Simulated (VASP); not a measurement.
Data:

```
ZnS
1.0
    0.00000     2.69419     2.69419
    2.69419     0.00000     2.69419
    2.69419     2.69419     0.00000
Zn S
1 1
Cartesian
  0.00000   0.00000   0.00000
  1.34710   1.34710   1.34710
```

All values below come from r2SCAN meta-GGA, VASP's PBE PAW potentials (set 64) (plane waves; VASP). Run with 520 eV cut-off, 10×10×10 Γ-centred mesh, tetrahedra with Blöchl corrections, potentials Zn S.

Question: Predict the energy per atom (σ→0), band gap (over mesh and band path) with the smallest direct gap where there is one.

Answer: 
| Property | Value |
|---|---|
| band gap (over mesh and band path) | 2.72 eV |
| smallest direct gap (over mesh and band path) | 2.72 eV |
| energy per atom (σ→0) | -9.433 eV/atom |

Total energies compare only between runs with the same potentials, cut-off and functional.

The compound is ZnS in the zinc blende structure. It was relaxed first.
